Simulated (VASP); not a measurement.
Here is a VASP 6.6.1 calculation.

The input INCAR:

```
PREC = Accurate
ENCUT = 520
EDIFF = 1E-7
ISMEAR = 0
SIGMA = 0.1
LREAL = F
LASPH = T
NELM = 100
ALGO = Normal
ISIF = 2
LWAVE = F
LCHARG = F
GGA = PS
```

The input KPOINTS:

```
regular mesh
0
Gamma
  18 18 18
```

POSCAR

```
Al                                      
1.0
    0.0000000000      2.0278967628      2.0278967628
    2.0278967628      0.0000000000      2.0278967628
    2.0278967628      2.0278967628      0.0000000000
  Al            
     1
Direct
     0.0000000000000000    0.0000000000000000    0.0000000000000000
```

Potentials or basis: VASP PAW PBE potentials, release 64 (Al).

Run with:

```sh
$ cat potpaw_PBE.64/Al/POTCAR > POTCAR
$ mpirun -np 1 vasp_std > vasp.out
```

Problem. Estimate the pressure.

Solution. -2.2 GPa.

Problem. Estimate the band gap on the k mesh.

Solution. None (metal or under the smearing width).

Caveat: the PAW data sets were made with another functional, which shifts forces and pressure a little.
